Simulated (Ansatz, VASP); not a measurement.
# CsW3: VASP beside Ansatz

```
Cs W
1.0
    -2.92740    2.92740    2.92740
     2.92740   -2.92740    2.92740
     2.92740    2.92740   -2.92740
Cs W
1 3
Cartesian
  0.0000 0.0000 0.0000
  2.9274 0.0000 0.0000
  0.0000 2.9274 0.0000
  0.0000 0.0000 2.9274
```

Alike in both runs: task single point; functional PBE; k mesh 4 × 4 × 4; occupations gaussian, width 0.1 eV; no spin polarisation.

|  | VASP | Ansatz |
| --- | --- | --- |
| version | VASP 6.6.1 | Ansatz 0.2.0 |
| potentials or method | VASP PAW PBE potentials, release 64 (Cs_sv, W_sv) | scalar-relativistic, plane waves, PAW |
| plane-wave cutoff (eV) | 520 | 420 |
| valence electrons in the cell | 51 | 51 |

Ansatz gave:

```
gap on the k mesh at the Fermi level (eV) : none
pressure (GPa)                            : -15.2
```

Task: Which values does VASP return?

Result: gap on the k mesh at the Fermi level (eV): none; pressure (GPa): -14.5.

A gap of «none» marks a metal or a gap that the smearing closes.

Caveats: the k mesh is coarse (spacing up to 0.38 Å⁻¹), so the values aren't converged. Spin-orbit coupling is left out, which matters for the levels of Cs, W.
